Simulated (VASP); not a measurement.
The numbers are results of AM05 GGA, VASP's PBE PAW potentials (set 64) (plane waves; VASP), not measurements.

VASP ran on this input.

INCAR:
```
SYSTEM = MoTe2
PREC = Accurate
ENCUT = 520
EDIFF = 1E-7
NELM = 100
ALGO = Normal
LREAL = .FALSE.
LASPH = .TRUE.
ISMEAR = 0
SIGMA = 0.05
GGA = AM
LMAXMIX = 4
LWAVE = .FALSE.
LCHARG = .FALSE.
LORBIT = 11
ICHARG = 11
```

**POSCAR**
```
MoTe2
1
    1.7431726304    -3.0192631529     0.0000000000
    1.7431726304     3.0192631529     0.0000000000
    0.0000000000     0.0000000000    14.6304069517
Te Mo
4 2
Direct
  0.3333330000   0.6666670000   0.8733806817
  0.6666670000   0.3333330000   0.3733806817
  0.6666670000   0.3333330000   0.1266193183
  0.3333330000   0.6666670000   0.6266193183
  0.3333330000   0.6666670000   0.2500000000
  0.6666670000   0.3333330000   0.7500000000
```

File KPOINTS:
```
k-points along high-symmetry lines
10
Line-mode
Reciprocal
  0.000000   0.000000   0.000000 ! GAMMA
  0.000000   0.500000   0.000000 ! M

  0.000000   0.500000   0.000000 ! M
 -0.333333   0.666667   0.000000 ! K

 -0.333333   0.666667   0.000000 ! K
  0.000000   0.000000   0.000000 ! GAMMA

  0.000000   0.000000   0.000000 ! GAMMA
  0.000000   0.000000   0.500000 ! A

  0.000000   0.000000   0.500000 ! A
  0.000000   0.500000   0.500000 ! L

  0.000000   0.500000   0.500000 ! L
 -0.333333   0.666667   0.500000 ! H

 -0.333333   0.666667   0.500000 ! H
  0.000000   0.000000   0.500000 ! A

  0.000000   0.500000   0.500000 ! L
  0.000000   0.500000   0.000000 ! M

 -0.333333   0.666667   0.500000 ! H
 -0.333333   0.666667   0.000000 ! K
```

POTCAR, in this order: Te Mo_sv (PBE.64 set). Program: vasp_std. Read from the step before: CHGCAR.

Output of the run:

OUTCAR:
```
 ion  position               nearest neighbor table
   1  0.333  0.667  0.873-   6 2.70   6 2.70   6 2.70   4 3.61
   2  0.667  0.333  0.373-   5 2.70   5 2.70   5 2.70   3 3.61
   3  0.667  0.333  0.127-   5 2.70   5 2.70   5 2.70   2 3.61
   4  0.333  0.667  0.627-   6 2.70   6 2.70   6 2.70   1 3.61
   5  0.333  0.667  0.250-   2 2.70   3 2.70   2 2.70   3 2.70   2 2.70   3 2.70
   6  0.667  0.333  0.750-   1 2.70   4 2.70   1 2.70   4 2.70   1 2.70   4 2.70
  LATTYP: Found a hexagonal cell.
 ALAT       =     3.4863449063
 C/A-ratio  =     4.1964886851
 Subroutine PRICEL returns:
 Original cell was already a primitive cell.
 Subroutine GETGRP returns: Found 24 space group operations
The static configuration has the point symmetry D_3d.
 The point group associated with its full space group is D_6h.
The dynamic configuration has the point symmetry D_3d.
 Subroutine INISYM returns: Found 24 space group operations
   k-points           NKPTS =     90   k-points in BZ     NKDIM =     90   number of bands    NBANDS=     31
   number of dos      NEDOS =    301   number of ions     NIONS =      6
   total plane-waves  NPLWV =  87808
   dimension x,y,z NGX =    28 NGY =   28 NGZ =  112
   dimension x,y,z NGXF=    56 NGYF=   56 NGZF=  224
   ions per type =               4   2
   PREC   = accura    normal or accurate (medium, high low for compatibility)
   ISTART =      0    job   : 0-new  1-cont  2-samecut
   ICHARG =     11    charge: 1-file 2-atom 10-const
   ISPIN  =      1    spin polarized calculation?
   LNONCOLLINEAR =      F non collinear calculations
   LSORBIT =      F    spin-orbit coupling
   INIWAV =      1    electr: 0-lowe 1-rand  2-diag
   ENCUT  =  520.0 eV  38.22 Ry    6.18 a.u.   6.48  6.48 27.20*2*pi/ulx,y,z
   NELM   =    100;   NELMIN=  2; NELMDL= -5     # of ELM steps
   EDIFF  = 0.1E-06   stopping-criterion for ELM
   LREAL  =      F    real-space projection
   NLSPLINE    = F    spline interpolate recip. space projectors
   LMAXMIX     =    4 max onsite mixed and CHGCAR
   VOSKOWN=      0    Vosko Wilk Nusair interpolation
   EDIFFG = 0.1E-05   stopping-criterion for IOM
   NSW    =      0    number of steps for IOM
   NBLOCK =      1;   KBLOCK =      1    inner block; outer block
...
```

### OSZICAR
```
       N       E                     dE             d eps       ncg     rms          rms(c)
DAV:   1     0.406930200009E+03    0.40693E+03   -0.27489E+04  6604   0.150E+03
DAV:   2    -0.135569976692E+02   -0.42049E+03   -0.41184E+03  6902   0.347E+02
DAV:   3    -0.366800500167E+02   -0.23123E+02   -0.22675E+02  7068   0.679E+01
DAV:   4    -0.373828969019E+02   -0.70285E+00   -0.70037E+00  6915   0.113E+01
DAV:   5    -0.374045420255E+02   -0.21645E-01   -0.21628E-01  7379   0.205E+00
DAV:   6    -0.374050796224E+02   -0.53760E-03   -0.53749E-03  7017   0.304E-01
DAV:   7    -0.374050970497E+02   -0.17427E-04   -0.17425E-04  7306   0.533E-02
DAV:   8    -0.374050978178E+02   -0.76804E-06   -0.76799E-06  6949   0.950E-03
DAV:   9    -0.374050978580E+02   -0.40263E-07   -0.40230E-07  5017   0.195E-03
   1 F= -.37405098E+02 E0= -.37405098E+02  d E =-.918693E-32
```

### OUTCAR
```
 val. band max:        7.5997914149   @ k =  -0.3333   0.6667   0.0000

 cond. band min:       8.4695917372   @ k =  -0.1852   0.3704   0.0000



 k-point     1 :       0.0000    0.0000    0.0000
  band No.  band energies     occupation
      1     -52.9687      2.00000
      2     -52.9687      2.00000
      3     -27.2133      2.00000
      4     -27.2133      2.00000
      5     -27.0548      2.00000
      6     -27.0548      2.00000
      7     -27.0548      2.00000
      8     -27.0548      2.00000
      9      -5.3780      2.00000
     10      -5.2032      2.00000
     11      -4.4648      2.00000
     12      -4.1827      2.00000
     13       1.9253      2.00000
     14       2.8055      2.00000
     15       4.7448      2.00000
     16       5.8902      2.00000
     17       5.8902      2.00000
     18       5.8973      2.00000
     19       5.8973      2.00000
     20       6.5873      2.00000
     21       6.6931      2.00000
     22       6.6931      2.00000
     23       6.7093      2.00000
     24       6.7094      2.00000
     25       6.8428      2.00000
     26       7.4682      2.00000
     27      10.7746      0.00000
     28      10.7758      0.00000
     29      10.8463      0.00000
     30      10.8470      0.00000
     31      11.0432      0.00000

 k-point     2 :       0.0000    0.0556    0.0000
  band No.  band energies     occupation
      1     -52.9684      2.00000
      2     -52.9684      2.00000
      3     -27.2124      2.00000
      4     -27.2123      2.00000
      5     -27.0592      2.00000
      6     -27.0592      2.00000
      7     -27.0558      2.00000
      8     -27.0558      2.00000
      9      -5.3325      2.00000
     10      -5.1579      2.00000
     11      -4.4319      2.00000
     12      -4.1522      2.00000
     13       1.9758      2.00000
     14       2.8546      2.00000
     15       4.7199      2.00000
     16       5.7883      2.00000
     17       5.7966      2.00000
     18       5.9275      2.00000
...
```

The density is held fixed in this step, so its total energy and stress have no physical meaning. Without a dispersion term in the relaxation, distances and binding between the weakly bound layers, chains or molecules are unreliable, and so is what depends on them. Unless said otherwise, spin-orbit coupling is left out, though it shifts the bands of the heavy elements here.

The compound is MoTe2 in the 2H layered structure. It was relaxed first.
